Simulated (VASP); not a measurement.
Given:

```
AlRu
1.0
    3.04801     0.00000     0.00000
    0.00000     3.04801     0.00000
    0.00000     0.00000     3.04801
Al Ru
1 1
Cartesian
  1.52400   1.52400   1.52400
  0.00000   0.00000   0.00000
```

Computed with PBEsol GGA, VASP's PBE PAW potentials (set 64) (plane waves; VASP). Settings: 300 eV cut-off, 7×7×7 Γ-centred mesh, Gaussian smearing of 0.10 eV, potentials Al Ru_pv.

At this cut-off the stress carries a Pulay error, which pulls relaxed volumes low. Energy and stress use the plane-wave basis of the starting cell.

Question: The ions, cell shape and volume are relaxed. Which structure does the run end with?

Answer: 
```
AlRu
1.0
    2.97384     0.00000     0.00000
    0.00000     2.97384     0.00000
    0.00000     0.00000     2.97384
Al Ru
1 1
Direct
  0.50000   0.50000   0.50000
  0.00000   0.00000   0.00000
```
Space group Pm-3m (221), at a tolerance of 0.03 Å.

Question: How do energy and volume change from the first to the last step?

Answer: The energy (σ→0) changes by -46.6 meV/atom and the volume by -7.1 %, in 4 ionic steps.

The structure is a typed RuAl crystal (Pm-3m). This run relaxes it. Symmetry was kept, so distortions that lower it aren't found. The k-mesh is coarse (spacing up to 0.30 per Å, 2π included), so the numbers may not be converged in it. The run is one of a series of settings (EDIFFG = -0.01, IBRION = 2, ISIF = 3, NSW = 50 against the base run), some of them coarse on purpose. The electron count is odd and the run is not spin-polarised, which forces a metal.
